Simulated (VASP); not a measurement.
OSZICAR of a VASP run on MgB₂ (AlB2 type):

OSZICAR:
```
       N       E                     dE             d eps       ncg     rms          rms(c)
DAV:   1     0.892634391864E+01    0.89263E+01   -0.43512E+03  1200   0.960E+02
DAV:   2    -0.166280329843E+02   -0.25554E+02   -0.24487E+02  1576   0.119E+02
DAV:   3    -0.169930084129E+02   -0.36498E+00   -0.36469E+00  1528   0.172E+01
DAV:   4    -0.169935235763E+02   -0.51516E-03   -0.51518E-03  1624   0.583E-01
DAV:   5    -0.169935240574E+02   -0.48107E-06   -0.48117E-06  1568   0.145E-02    0.521E+00
DAV:   6    -0.155873725530E+02    0.14062E+01   -0.23264E+00  1200   0.842E+00    0.254E+00
DAV:   7    -0.153282285802E+02    0.25914E+00   -0.12766E+00  1352   0.610E+00    0.737E-01
DAV:   8    -0.153275472380E+02    0.68134E-03   -0.72550E-02  1192   0.188E+00    0.294E-01
DAV:   9    -0.153233780963E+02    0.41691E-02   -0.13506E-02  1200   0.654E-01    0.538E-02
DAV:  10    -0.153233655287E+02    0.12568E-04   -0.12063E-03  1520   0.218E-01    0.279E-02
DAV:  11    -0.153233290630E+02    0.36466E-04   -0.17241E-04  1240   0.815E-02    0.205E-03
DAV:  12    -0.153233292199E+02   -0.15698E-06   -0.16093E-06  1568   0.119E-02    0.658E-04
DAV:  13    -0.153233292318E+02   -0.11806E-07   -0.17158E-08  1112   0.114E-03
   1 F= -.15323329E+02 E0= -.15323465E+02  d E =0.407779E-03
```

Question: Which electronic solver shows in the log?

Answer: It is blocked Davidson (ALGO = Normal, or the opening steps of other solvers). The INCAR had ALGO = Normal.

Question: Can the final energy be trusted as converged?

Answer: Self-consistency was reached. It stopped with EDIFF = 1E-7, NELM = 100 (PBE GGA, plane waves, VASP's PBE PAW potentials (set 64)).

The compound is MgB2 in the AlB2 type structure. It was relaxed first.
